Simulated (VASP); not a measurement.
Calculation: PBEsol GGA, VASP's PBE PAW potentials (set 64) (plane waves; VASP).

VASP input:

File KPOINTS:
```
Automatic mesh
0
Gamma
6 6 4
0 0 0
```

POSCAR:
```
CdSe
1
    2.0589900414    -3.5662751276    -0.0000000000
    2.0589900414     3.5662751276     0.0000000000
    0.0000000000     0.0000000000     6.7153356816
Cd Se
2 2
Direct
  0.6666670000   0.3333330000   0.5000660087
  0.3333330000   0.6666670000   0.0000660087
  0.6666670000   0.3333330000   0.8759339913
  0.3333330000   0.6666670000   0.3759339913
```

INCAR:
```
SYSTEM  =  CdSe
PREC  =  Accurate; ENCUT  =  500; LREAL  =  .False.
LASPH  =  .True.
EDIFF  =  1E-6; NELM  =  100; ALGO  =  Normal
LMAXMIX  =  4
ISMEAR  =  0; SIGMA  =  0.05
GGA  =  PS
IBRION  =  2; NSW  =  40; ISIF  =  3
EDIFFG  =  -0.02; PSTRESS  =  100
LWAVE  =  .False.; LCHARG  =  .False.
```

POTCAR, in this order: Cd Se (PBE.64 set). Program: vasp_std.

Task: What will the output report for the number of irreducible k-points (NKPTS), largest plane-wave count, number of space-group operations, FFT grid (NGX, NGY, NGZ)?

Result: 
```json
{
  "number of irreducible k-points (NKPTS)": "21",
  "largest_plane_wave_count": "2539",
  "number_of_space_group_operations": "12",
  "FFT grid (NGX, NGY, NGZ)": "30 × 30 × 50"
}
```

The compound is CdSe in the wurtzite structure. It was relaxed first under an external pressure of 10 GPa.
